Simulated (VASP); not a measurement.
VASP runs on SrTe (space group Fm-3m) share one base input (PBEsol GGA, plane waves, VASP's PBE PAW potentials (set 64)) and change the settings named in each case.

**KPOINTS**
```
Automatic
0
G
 6 6 6
0 0 0
```

### INCAR
```
ALGO  =  Normal
EDIFF  =  1E-6
ENCUT  =  300
GGA  =  PS
ISIF  =  2
ISMEAR  =  -1
LASPH  =  .True.
LCHARG  =  .False.
LMAXMIX  =  4
LREAL  =  .False.
LWAVE  =  .False.
NELM  =  100
PREC  =  Accurate
SIGMA  =  0.01
SYSTEM  =  SrTe
```

**POSCAR**
```
SrTe
1
    0.0000000000     3.3300000000     3.3300000000
    3.3300000000     0.0000000000     3.3300000000
    3.3300000000     3.3300000000     0.0000000000
Sr Te
1 1
Direct
  0.0000000000   0.0000000000   0.0000000000
  0.5000000000   0.5000000000   0.5000000000
```

POTCAR, in this order: Sr_sv Te (PBE.64 set). Program: vasp_std.

```json
[
 {"change": "base run", "E(σ→0) (eV/atom)": "-4.4155", "pressure (GPa)": "-0.72"},
 {"change": "GGA removed, POTCAR Sr_sv Te (LDA.64 set)", "E(σ→0) (eV/atom)": "-4.6162", "pressure (GPa)": "?"},
 {"change": "GGA_COMPAT = .FALSE., LNONCOLLINEAR = .TRUE., LSORBIT = .TRUE., MAGMOM = 0.0 0.0 0.0 0.0 0.0 0.0, program vasp_ncl", "E(σ→0) (eV/atom)": "-4.5048", "pressure (GPa)": "?"},
 {"change": "KPOINTS 1×1×1 Γ-centred mesh", "E(σ→0) (eV/atom)": "-0.1652", "pressure (GPa)": "22.06"}
]
```

**Question.** Fill in the missing entries.

**Answer.** 
- GGA_COMPAT = .FALSE., LNONCOLLINEAR = .TRUE., LSORBIT = .TRUE., MAGMOM = 0.0 0.0 0.0 0.0 0.0 0.0, program vasp_ncl, pressure (GPa): -0.71
- GGA removed, POTCAR Sr_sv Te (LDA.64 set), pressure (GPa): -2.01

Energies of different potentials or functionals have different zeros.  Unless said otherwise, spin-orbit coupling is left out, though it shifts the bands of the heavy elements here. At 300 eV the pressure can carry a Pulay error.

Left out are runs that ran out of time, are held back, or changed the cell or the kind of run, fixed moments of cells without a moment, rows past the twelfth, gaps on odd meshes, pressures of charged cells and columns that move by less than the noise.

The structure is a typed SrTe crystal (Fm-3m). The cell was not relaxed at this level.
